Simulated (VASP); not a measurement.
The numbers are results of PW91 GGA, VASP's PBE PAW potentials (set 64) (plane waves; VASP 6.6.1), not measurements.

The input files of a VASP run:

File KPOINTS:
```
Automatic mesh
0
Gamma
11 11 11
0 0 0
```

**INCAR**
```
SYSTEM = CuZn
PREC = Accurate
ENCUT = 520
EDIFF = 1E-6
NELM = 100
ALGO = Normal
LREAL = .FALSE.
LASPH = .TRUE.
ISMEAR = 1
SIGMA = 0.1
GGA = 91
LMAXMIX = 4
LWAVE = .FALSE.
LCHARG = .FALSE.
IBRION = 2
ISIF = 3
NSW = 60
EDIFFG = -0.01
```

POSCAR:
```
CuZn
1
    2.9500000000     0.0000000000     0.0000000000
    0.0000000000     2.9500000000     0.0000000000
    0.0000000000     0.0000000000     2.9500000000
Zn Cu
1 1
Direct
  0.5000000000   0.5000000000   0.5000000000
  0.0000000000   0.0000000000   0.0000000000
```

POTCAR, in this order: Zn Cu (PBE.64 set). Program: vasp_std.

Output of the run:

### OUTCAR
```
 ion  position               nearest neighbor table
   1  0.500  0.500  0.500-   2 2.55   2 2.55   2 2.55   2 2.55   2 2.55   2 2.55   2 2.55   2 2.55
  LATTYP: Found a simple cubic cell.
 ALAT       =     2.9500000000
 Subroutine PRICEL returns:
 Original cell was already a primitive cell.
 Subroutine GETGRP returns: Found 48 space group operations
The static configuration has the point symmetry O_h .
The dynamic configuration has the point symmetry O_h .
 Subroutine INISYM returns: Found 48 space group operations
 Subroutine IBZKPT returns following result:
 Found     56 irreducible k-points:

 Following reciprocal coordinates:
            Coordinates               Weight
  0.000000  0.000000  0.000000      1.000000
  0.090909  0.000000  0.000000      6.000000
  0.181818  0.000000  0.000000      6.000000
  0.272727  0.000000  0.000000      6.000000
  0.363636  0.000000  0.000000      6.000000
  0.454545  0.000000  0.000000      6.000000
  0.090909  0.090909  0.000000     12.000000
  0.181818  0.090909  0.000000     24.000000
  0.272727  0.090909  0.000000     24.000000
  0.363636  0.090909  0.000000     24.000000
...
```

### OSZICAR
```
       N       E                     dE             d eps       ncg     rms          rms(c)
DAV:   1     0.112879980676E+03    0.11288E+03   -0.11701E+04  1728   0.254E+03
DAV:   2    -0.290553291866E+01   -0.11579E+03   -0.11255E+03  1680   0.326E+02
DAV:   3    -0.604926806450E+01   -0.31437E+01   -0.31362E+01  1995   0.732E+01
DAV:   4    -0.607238087852E+01   -0.23113E-01   -0.23109E-01  1988   0.563E+00
DAV:   5    -0.607268177324E+01   -0.30089E-03   -0.30089E-03  2200   0.675E-01    0.933E+00
DAV:   6    -0.588923614375E+01    0.18345E+00   -0.16513E+01  1818   0.107E+02    0.584E+00
DAV:   7    -0.501718767037E+01    0.87205E+00   -0.36567E+00  1783   0.982E+01    0.218E+00
DAV:   8    -0.501907422342E+01   -0.18866E-02   -0.17437E-01  2253   0.589E+00    0.122E+00
DAV:   9    -0.500984287695E+01    0.92313E-02   -0.19419E-02  2058   0.364E+00    0.517E-02
DAV:  10    -0.500985110052E+01   -0.82236E-05   -0.47894E-04  2061   0.321E-01    0.250E-02
DAV:  11    -0.500985585807E+01   -0.47576E-05   -0.11232E-05  2339   0.568E-02    0.132E-02
DAV:  12    -0.500985477767E+01    0.10804E-05   -0.88945E-07  1254   0.331E-02    0.237E-03
DAV:  13    -0.500985484527E+01   -0.67598E-07   -0.45202E-07  1078   0.204E-02
   1 F= -.50098548E+01 E0= -.50099448E+01  d E =-.500985E+01
       N       E                     dE             d eps       ncg     rms          rms(c)
DAV:   1    -0.529836290188E+01   -0.28851E+00   -0.39883E+00  1680   0.496E+01    0.409E+00
DAV:   2    -0.510994619319E+01    0.18842E+00   -0.21153E+00  1687   0.376E+01    0.190E+00
DAV:   3    -0.503087094841E+01    0.79075E-01   -0.56546E-01  1716   0.215E+01    0.116E+00
DAV:   4    -0.501634656268E+01    0.14524E-01   -0.32004E-02  2175   0.529E+00    0.443E-01
DAV:   5    -0.501252960602E+01    0.38170E-02   -0.34384E-03  2651   0.108E+00    0.385E-02
DAV:   6    -0.501250998664E+01    0.19619E-04   -0.24580E-04  2313   0.353E-01    0.113E-02
DAV:   7    -0.501251731806E+01   -0.73314E-05   -0.73381E-06  2419   0.471E-02    0.194E-03
DAV:   8    -0.501251795865E+01   -0.64059E-06   -0.12036E-06  1111   0.182E-02
   2 F= -.50125180E+01 E0= -.50125289E+01  d E =-.266311E-02
       N       E                     dE             d eps       ncg     rms          rms(c)
DAV:   1    -0.504048255923E+01   -0.27965E-01   -0.36525E-01  1680   0.146E+01    0.130E+00
DAV:   2    -0.502428463762E+01    0.16198E-01   -0.23173E-01  1694   0.126E+01    0.643E-01
DAV:   3    -0.501452518299E+01    0.97595E-02   -0.58806E-02  1708   0.759E+00    0.326E-01
DAV:   4    -0.501343966162E+01    0.10855E-02   -0.27886E-03  2252   0.144E+00    0.133E-01
DAV:   5    -0.501309732502E+01    0.34234E-03   -0.25780E-04  2758   0.294E-01    0.817E-03
DAV:   6    -0.501309700154E+01    0.32348E-06   -0.12604E-05  2147   0.581E-02    0.393E-03
DAV:   7    -0.501309610706E+01    0.89448E-06   -0.29753E-07   987   0.116E-02
   3 F= -.50130961E+01 E0= -.50131359E+01  d E =-.324126E-02
```

File OUTCAR:
```
------------------------ aborting loop because EDIFF is reached ----------------------------------------
  FORCE on cell =-STRESS in cart. coord.  units (eV):
  Direction    XX          YY          ZZ          XY          YZ          ZX
  --------------------------------------------------------------------------------------
  Total        0.0045675      0.0045675      0.0045675     -0.0000000     -0.0000000     -0.0000000
  in kB        0.2798758      0.2798758      0.2798758     -0.0000000     -0.0000000     -0.0000000
  external PRESSURE =       0.2798758 kB  Pullay stress =       0.0000000 kB
  volume of cell :       26.15
      direct lattice vectors                 reciprocal lattice vectors
     2.968076043  0.000000000 -0.000000000     0.336918591 -0.000000000 -0.000000000
     0.000000000  2.968076043 -0.000000000    -0.000000000  0.336918591 -0.000000000
     0.000000000  0.000000000  2.968076043     0.000000000  0.000000000  0.336918591
 POSITION                                       TOTAL-FORCE (eV/Angst)
 -----------------------------------------------------------------------------------
      1.48404      1.48404      1.48404         0.000000      0.000000      0.000000
      0.00000      0.00000      0.00000        -0.000000     -0.000000      0.000000
 -----------------------------------------------------------------------------------
    total drift:                                0.000000      0.000000     -0.000000
  FREE ENERGIE OF THE ION-ELECTRON SYSTEM (eV)
  ---------------------------------------------------
  free  energy   TOTEN  =        -5.0130961071 eV

  energy  without entropy=       -5.0132156079  energy(sigma->0) =       -5.01313594

 reached required accuracy - stopping structural energy minimisation
```
(Selected blocks of OUTCAR.)

File CONTCAR:
```
CuZn
   1.00000000000000
     2.9680760433914211    0.0000000000000000   -0.0000000000000000
     0.0000000000000000    2.9680760433914211   -0.0000000000000000
     0.0000000000000000    0.0000000000000000    2.9680760433914211
  Zn              Cu
     1     1
Direct
     0.5000000000000000    0.5000000000000000    0.5000000000000000
     0.0000000000000000    0.0000000000000000    0.0000000000000000
```

The compound is CuZn in the CsCl type structure. This run relaxes it. Symmetry was kept, so distortions that lower it aren't found. The electron count is odd and the run is not spin-polarised, which forces a metal.
